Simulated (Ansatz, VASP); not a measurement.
# Mg11PbF24 (a cell with a defect) (Sellaite) in VASP and in Ansatz

```
Pb Mg F
1.0
     4.62500    4.62500    0.00000
    -4.62500    4.62500    0.00000
     0.00000    0.00000    9.15600
Pb Mg F
1 11 24
Direct
  0.00000 0.00000 0.00000
  0.00000 0.00000 0.33333
  0.00000 0.00000 0.66667
  0.50000 0.50000 0.00000
  0.50000 0.50000 0.33333
  0.50000 0.50000 0.66667
  0.50000 0.00000 0.16667
  0.50000 0.00000 0.50000
  0.50000 0.00000 0.83333
  0.00000 0.50000 0.16667
  0.00000 0.50000 0.50000
  0.00000 0.50000 0.83333
  0.30300 0.00000 0.00000
  0.30300 0.00000 0.33333
  0.30300 0.00000 0.66667
  0.80300 0.50000 0.00000
  0.80300 0.50000 0.33333
  0.80300 0.50000 0.66667
  0.50000 0.30300 0.16667
  0.50000 0.30300 0.50000
  0.50000 0.30300 0.83333
  0.00000 0.80300 0.16667
  0.00000 0.80300 0.50000
  0.00000 0.80300 0.83333
  0.69700 0.00000 0.00000
  0.69700 0.00000 0.33333
  0.69700 0.00000 0.66667
  0.19700 0.50000 0.00000
  0.19700 0.50000 0.33333
  0.19700 0.50000 0.66667
  0.50000 0.69700 0.16667
  0.50000 0.69700 0.50000
  0.50000 0.69700 0.83333
  0.00000 0.19700 0.16667
  0.00000 0.19700 0.50000
  0.00000 0.19700 0.83333
```

Alike in both runs: task electric field gradients; functional PBE; k mesh 3 × 3 × 2; occupations fermi-dirac, width 0.01 eV; no spin polarisation.

|  | VASP | Ansatz |
| --- | --- | --- |
| version | VASP 6.6.1 | Ansatz 0.2.0 |
| potentials or method | VASP PAW PBE potentials, release 64 (Pb_d, Mg, F) | plane-wave PAW, scalar-relativistic |
| plane-wave cutoff (eV) | 520 | 420 |
| valence electrons in the cell | 204 | 292 |

|  | VASP | Ansatz | Ansatz less VASP |
| --- | --- | --- | --- |
| gap on the k mesh at the Fermi level (eV) | 1.91 | 1.92 | +0.007 |
| pressure (GPa) | 17.1 | 17.9 | +0.74 |
| largest component of the traceless stress (GPa) | 2.54 | 2.56 | +0.026 |
| rms of the force components (eV/Å) | 1.679 | 1.657 | -0.0217 |
| Vzz of the field gradient on the site that differs most (V/Å²) | 6.5 | 7.9 | +1.38 |

Atom by atom the forces differ by 0.022 eV/Å (rms over components). The two sets of potentials don't hold the same shells in valence. Ansatz warned: «gradients_without_spin_orbit».

Caveats: so large a pressure means that the cell lies far from this level's equilibrium, or that cutoff or potentials fall short (VASP); spin-orbit coupling is left out, which as a rule narrows the gap of such compounds by several tenths of an eV.
